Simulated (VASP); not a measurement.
**Ge: work function with PBEsol**

Ge, a slab with vacuum:

```
CELL_PARAMETERS angstrom
4.00068 0.00000 0.00000
0.00000 8.00137 0.00000
0.00000 0.00000 20.44337
ATOMIC_POSITIONS crystal
Ge 0.50000 0.41386 0.42968
Ge 0.00000 0.24761 0.45413
Ge 0.00000 0.00580 0.53197
Ge 0.50000 0.03947 0.60693
Ge 0.50000 0.71053 0.39307
Ge 0.00000 0.74420 0.46803
Ge 0.00000 0.50239 0.54587
Ge 0.50000 0.33614 0.57032
```

```json
{
 "Program": "VASP 6.6.1",
 "Task": "work function",
 "Functional": "PBEsol",
 "Potentials or basis": "VASP PAW PBE potentials, release 64 (Ge_d)",
 "Cutoff": "520 eV",
 "k mesh": "8 × 4 × 1",
 "Occupations": "methfessel-paxton, width 0.1 eV",
 "Spin": "no spin polarisation",
 "Dipole correction": "yes",
 "Further INCAR settings": "ALGO = Normal; EDIFF = 1e-06"
}
```

The largest force is 0.007 eV/Å. The band gap on the k mesh is none (metal or under the smearing width) and the work function of the upper face is 4.67 eV. The work function of the lower face is 4.67 eV.

Forces on the atoms (eV/Å):
```
Ge   0.000  0.005 -0.002
Ge   0.000 -0.001  0.007
Ge   0.000  0.004  0.005
Ge   0.000 -0.006  0.000
Ge   0.000  0.006  0.000
Ge   0.000 -0.004 -0.005
Ge   0.000  0.001 -0.007
Ge   0.000 -0.005  0.002
```

Levels at points of the mesh, in eV from the Fermi level:
```csv
k point,band 52,band 53,band 54,band 55,band 56,band 57,band 58,band 59,band 60,band 61
"(0.00, 0.00, 0.00)",-0.68,-0.53,-0.44,-0.14,-0.03,0.25,0.57,1.20,1.45,1.96
"(0.50, 0.00, 0.00)",-2.71,-1.35,-1.03,-0.87,-0.73,-0.35,0.62,2.14,2.51,2.71
"(0.00, 0.50, 0.00)",-1.16,-1.14,-0.37,-0.26,-0.11,0.10,0.62,1.58,1.93,2.35
"(0.50, 0.50, 0.00)",-2.36,-2.10,-1.78,-0.89,-0.87,0.30,1.57,1.96,2.13,2.20
```

Run time: 4.5 min on 8 MPI ranks on Intel(R) Xeon(R) Platinum 8488C (Sapphire Rapids) (shared host), peak memory 0.86 GiB a rank.

Caveat: the PAW data sets were made with another functional, which shifts forces and pressure a little.
